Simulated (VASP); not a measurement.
# XPS shifts in Ta3Re7, part 2 of 5

Aim: how the core levels of Ta3Re7 differ from atom to atom, with and without the screening of the hole.

VASP 6.6.1, plane waves and PAW; the level of theory is named at each step.

So far: The structure; Relaxation.

### 2. Relaxation (continued)

Level of this step: PBEsol; plane waves and PAW (Ta_pv, Re) (VASP).

Parts of OUTCAR (step 2):

```text
ion  position               nearest neighbor table
   1  0.000  0.000  0.695-  11 2.75   8 2.75  10 2.75   2 2.77   2 2.77   3 2.77   7 2.77   3 2.77
                             7 2.77
   2  0.500  0.000  0.695-  10 2.75   9 2.75  11 2.75   1 2.77   1 2.77   3 2.77   7 2.77   7 2.77
                             3 2.77
   3  0.000  0.500  0.695-   9 2.75  10 2.75   8 2.75   7 2.77   7 2.77   1 2.77   2 2.77   2 2.77
                             1 2.77
   4  0.000  0.000  0.305-  19 2.75  16 2.75  18 2.75   5 2.77   5 2.77   6 2.77  20 2.77   6 2.77
                            20 2.77
   5  0.500  0.000  0.305-  18 2.75  17 2.75  19 2.75   4 2.77   4 2.77   6 2.77  20 2.77  20 2.77
                             6 2.77
   6  0.000  0.500  0.305-  17 2.75  18 2.75  16 2.75  20 2.77  20 2.77   4 2.77   5 2.77   5 2.77
                             4 2.77
   7  0.500  0.500  0.695-   8 2.75  11 2.75   9 2.75   3 2.77   3 2.77   1 2.77   2 2.77   1 2.77
                             2 2.77
   8  0.833  0.333  0.598-   7 2.75   1 2.75   3 2.75  15 2.75  12 2.75  14 2.75   9 2.77   9 2.77
                            10 2.77  11 2.77  10 2.77  11 2.77
   9  0.333  0.333  0.598-   3 2.75   2 2.75   7 2.75  14 2.75  13 2.75  15 2.75   8 2.77   8 2.77
                            10 2.77  11 2.77  11 2.77  10 2.77
  10  0.833  0.833  0.598-   2 2.75   3 2.75   1 2.75  13 2.75  14 2.75  12 2.75  11 2.77  11 2.77
                             8 2.77   9 2.77   9 2.77   8 2.77
  11  0.333  0.833  0.598-   1 2.75   7 2.75   2 2.75  12 2.75  15 2.75  13 2.75  10 2.77  10 2.77
                             8 2.77   9 2.77   8 2.77   9 2.77
  12  0.000  0.000  0.500-  11 2.75  19 2.75  16 2.75   8 2.75  18 2.75  10 2.75  13 2.77  13 2.77
                            14 2.77  15 2.77  14 2.77  15 2.77
  13  0.500  0.000  0.500-  10 2.75  18 2.75  17 2.75   9 2.75  11 2.75  19 2.75  12 2.77  12 2.77
                            14 2.77  15 2.77  15 2.77  14 2.77
  14  0.000  0.500  0.500-   9 2.75  17 2.75  10 2.75  18 2.75   8 2.75  16 2.75  15 2.77  15 2.77
                            12 2.77  13 2.77  13 2.77  12 2.77
  15  0.500  0.500  0.500-   8 2.75  16 2.75  11 2.75  19 2.75  17 2.75   9 2.75  14 2.77  14 2.77
                            12 2.77  13 2.77  12 2.77  13 2.77
  16  0.833  0.333  0.402-  20 2.75   4 2.75   6 2.75  15 2.75  12 2.75  14 2.75  17 2.77  17 2.77
                            18 2.77  19 2.77  18 2.77  19 2.77
  17  0.333  0.333  0.402-   6 2.75   5 2.75  20 2.75  14 2.75  13 2.75  15 2.75  16 2.77  16 2.77
                            18 2.77  19 2.77  19 2.77  18 2.77
  18  0.833  0.833  0.402-   5 2.75   6 2.75   4 2.75  13 2.75  14 2.75  12 2.75  19 2.77  19 2.77
                            16 2.77  17 2.77  17 2.77  16 2.77
  19  0.333  0.833  0.402-   4 2.75  20 2.75   5 2.75  12 2.75  15 2.75  13 2.75  18 2.77  18 2.77
                            16 2.77  17 2.77  16 2.77  17 2.77
  20  0.500  0.500  0.305-  16 2.75  19 2.75  17 2.75   6 2.77   6 2.77   4 2.77   5 2.77   4 2.77
                             5 2.77

  LATTYP: Found a hexagonal cell.
 ALAT       =     5.5400000000
 C/A-ratio  =     4.1444043321

 Subroutine GETGRP returns: Found 12 space group operations
 (whereof  4 operations were pure point group operations)

The static configuration has the point symmetry C_2v.
 The point group associated with its full space group is D_3h.

 Found      4 irreducible k-points:

   k-points           NKPTS =      4   k-points in BZ     NKDIM =      4   number of bands    NBANDS=    102

   dimension x,y,z NGX =    28 NGY =   28 NGZ =  108
   dimension x,y,z NGXF=    56 NGYF=   56 NGZF=  216

   ENCUT  =  330.0 eV  24.25 Ry    4.92 a.u.   8.21  8.21 34.01*2*pi/ulx,y,z

   NELECT =     164.0000    total number of electrons

 k-points in reciprocal lattice and weights: Automatic mesh
   0.00000000  0.00000000  0.00000000       0.062
   0.25000000  0.00000000  0.00000000       0.375
   0.50000000  0.00000000  0.00000000       0.188
   0.50000000  0.25000000  0.00000000       0.375

 average (electrostatic) potential at core
       1 -40.7509       2 -40.7509       3 -40.7509       4 -40.7509       5 -40.7509
       6 -40.7509       7 -45.2210       8 -45.5468       9 -45.5468      10 -45.4940
      11 -45.5468      12 -45.3523      13 -45.3523      14 -45.3523      15 -45.4296
      16 -45.5468      17 -45.5468      18 -45.4940      19 -45.5468      20 -45.2210

 E-fermi :   1.2248

 k-point     1 :       0.0000    0.0000    0.0000
  band No.  band energies     occupation
    ...
     72       0.9449      1.99992
     73       1.1218      1.85506
     74       1.2032      1.24074
     75       1.2032      1.24074
     76       1.2415      0.81331
     77       1.3142      0.20644
     78       1.3193      0.18153
     79       1.3193      0.18153
     80       1.5145      0.00004
     81       1.5145      0.00004
    ...

 k-point     2 :       0.2500    0.0000    0.0000
  band No.  band energies     occupation
    ...
     77       0.9868      1.99924
     78       1.0745      1.96650
     79       1.1507      1.70571
     80       1.1813      1.46189
     81       1.2612      0.60673
     82       1.3060      0.25088
     83       1.3435      0.09329
     84       1.7973      0.00000
     85       1.9503      0.00000
     86       1.9566      0.00000
    ...

 k-point     3 :       0.5000    0.0000    0.0000
  band No.  band energies     occupation
    ...
     82       0.9236      1.99998
     83       0.9578      1.99984
     84       0.9719      1.99965
     85       1.0132      1.99723
     86       1.0828      1.95551
     87       1.5117      0.00005
     88       1.7608      0.00000
     89       1.8340      0.00000
     90       1.8766      0.00000
     91       1.9933      0.00000
    ...

  energy-cutoff  :      330.00
  volume of cell :      610.27
      direct lattice vectors                 reciprocal lattice vectors
     5.540000000  0.000000000  0.000000000     0.180505415 -0.104214850  0.000000000
     2.770000000  4.797780737  0.000000000     0.000000000  0.208429700  0.000000000
     0.000000000  0.000000000 22.960000000     0.000000000  0.000000000  0.043554007

 POSITION                                       TOTAL-FORCE (eV/Angst)
 -----------------------------------------------------------------------------------
      8.30804      4.79665     16.04374        -0.013042     -0.007530      0.011557
      5.54196      4.79665     16.04374         0.013042     -0.007530      0.011557
      6.92500      2.40116     16.04374         0.000000      0.015060      0.011557
      8.30804      4.79665      6.91626        -0.013042     -0.007530     -0.011557
      5.54196      4.79665      6.91626         0.013042     -0.007530     -0.011557
      6.92500      2.40116      6.91626         0.000000      0.015060     -0.011557
      4.15500      2.39889     15.90145         0.000000      0.000000      0.019521
      5.54666      1.59541     13.64137         0.011193     -0.006462      0.009486
      2.76334      1.59541     13.64137        -0.011193     -0.006462      0.009486
      6.92500      3.99815     13.67658         0.000000      0.000000     -0.000775
      4.15500      4.00584     13.64137        -0.000000      0.012924      0.009486
      0.00000      0.00000     11.48000        -0.083195     -0.048033     -0.000000
      2.77000      0.00000     11.48000         0.083195     -0.048033      0.000000
      1.38500      2.39889     11.48000         0.000000      0.096065      0.000000
      4.15500      2.39889     11.48000         0.000000      0.000000      0.000000
      5.54666      1.59541      9.31863         0.011193     -0.006462     -0.009486
      2.76334      1.59541      9.31863        -0.011193     -0.006462     -0.009486
      6.92500      3.99815      9.28342         0.000000      0.000000      0.000775
      4.15500      4.00584      9.31863        -0.000000      0.012924     -0.009486
      4.15500      2.39889      7.05855         0.000000      0.000000     -0.019521
 -----------------------------------------------------------------------------------
    total drift:                                0.000000      0.000000     -0.000000

  FREE ENERGIE OF THE ION-ELECTRON SYSTEM (eV)
  ---------------------------------------------------
  free  energy   TOTEN  =      -251.8967351925 eV

  energy  without entropy=     -251.7504538985  energy(sigma->0) =     -251.82359455

 reached required accuracy - stopping structural energy minimisation

[... 1 further part left out ...]
```

CONTCAR:

```
Ta3Re7
   1.00000000000000
     5.5400000000000000    0.0000000000000000    0.0000000000000000
     2.7700000000000000    4.7977807370000001    0.0000000000000000
     0.0000000000000000    0.0000000000000000   22.9600000000000009
  Ta              Re
     6    14
Selective dynamics
Direct
     0.9997636003826444    0.9997636003826444    0.6987691955159835   T   T   T
     0.5004727992347109    0.9997636003826444    0.6987691955159835   T   T   T
     0.9997636003826444    0.5004727992347109    0.6987691955159835   T   T   T
     0.9997636003826444    0.9997636003826444    0.3012308044840166   T   T   T
     0.5004727992347109    0.9997636003826444    0.3012308044840166   T   T   T
     0.9997636003826444    0.5004727992347109    0.3012308044840166   T   T   T
     0.5000000000000000    0.5000000000000000    0.6925717405911626   T   T   T
     0.8349363452619258    0.3325318268690353    0.5941365383563715   T   T   T
     0.3325318268690353    0.3325318268690353    0.5941365383563715   T   T   T
     0.8333333329999988    0.8333333329999988    0.5956696891144623   T   T   T
     0.3325318268690353    0.8349363452619258    0.5941365383563715   T   T   T
     0.0000000000000000    0.0000000000000000    0.5000000000000000   F   F   F
     0.5000000000000000    0.0000000000000000    0.5000000000000000   F   F   F
     0.0000000000000000    0.5000000000000000    0.5000000000000000   F   F   F
     0.5000000000000000    0.5000000000000000    0.5000000000000000   F   F   F
     0.8349363452619258    0.3325318268690353    0.4058634616436282   T   T   T
     0.3325318268690353    0.3325318268690353    0.4058634616436282   T   T   T
     0.8333333329999988    0.8333333329999988    0.4043303108855378   T   T   T
     0.3325318268690353    0.8349363452619258    0.4058634616436282   T   T   T
     0.5000000000000000    0.5000000000000000    0.3074282594088376   T   T   T
```

The PAW data sets were made with PBE, which is usual practice but a small mismatch for other functionals. The data set Re keeps the semicore shell frozen, which is cheaper and a little less accurate. The run keeps the 12 symmetry operations of its start, so it cannot find a distortion of lower symmetry.

Relaxation path:

```
step  energy less that of the first step (eV)  largest force (eV/Å)
   1                                   0.0000                1.8719
   2                                  -0.7959                0.5409
   3                                  -0.8122                0.5018
   4                                  -0.8431                0.2760
   5                                  -0.8568                0.1522
   6                                  -0.8582                0.1299
   7                                  -0.8618                0.0798
   8                                  -0.8619                0.0956
   9                                  -0.8619                0.0815
  10                                  -0.8619                0.0858
  11                                  -0.8630                0.0961
```

The atoms that moved most (Å):

```
atom      dx      dy      dz  length
 Ta3   0.000   0.002   0.084   0.084
 Ta6   0.000   0.002  -0.084   0.084
 Ta1  -0.002  -0.001   0.084   0.084
 Ta2   0.002  -0.001   0.084   0.084
 Ta4  -0.002  -0.001  -0.084   0.084
 Ta5   0.002  -0.001  -0.084   0.084
Re19   0.000   0.008   0.079   0.079
Re11   0.000   0.008  -0.079   0.079
```

Final coordinates:

```xyz
20
Lattice="5.5400 0.0000 0.0000 2.7700 4.7978 0.0000 0.0000 0.0000 22.9600" Properties=species:S:1:pos:R:3
Ta   -0.0020   -0.0011   16.0437
Ta    2.7720   -0.0011   16.0437
Ta    1.3850    2.4012   16.0437
Ta   -0.0020   -0.0011    6.9163
Ta    2.7720   -0.0011    6.9163
Ta    1.3850    2.4012    6.9163
Re    4.1550    2.3989   15.9014
Re    5.5467    1.5954   13.6414
Re    2.7633    1.5954   13.6414
Re    6.9250    3.9982   13.6766
Re    4.1550    4.0058   13.6414
Re    0.0000    0.0000   11.4800
Re    2.7700    0.0000   11.4800
Re    1.3850    2.3989   11.4800
Re    4.1550    2.3989   11.4800
Re    5.5467    1.5954    9.3186
Re    2.7633    1.5954    9.3186
Re    6.9250    3.9982    9.2834
Re    4.1550    4.0058    9.3186
Re    4.1550    2.3989    7.0586
```

Numbers from this step:

- free energy (TOTEN): -251.8967 eV
- energy at zero smearing: -251.8236 eV
- Fermi energy: 1.225 eV

The forces on the free atoms are under 0.05 eV/Å, while the fixed ones keep up to 0.096 eV/Å.

(Part 2 of 5 ends here.)

[Lines on the potential files, build, host, timing and source positions are cut from VASP's logs without a mark.]

[Logs are printed without paths, hosts, clocks, repeated set-up lines and the standing remarks that a program may print on its own settings, such as how far it seeks lower states.]

[Hosts, paths, dates, database ids (printed as entryN), source tags and the programs' standing remarks are cut or masked in the printed files.]
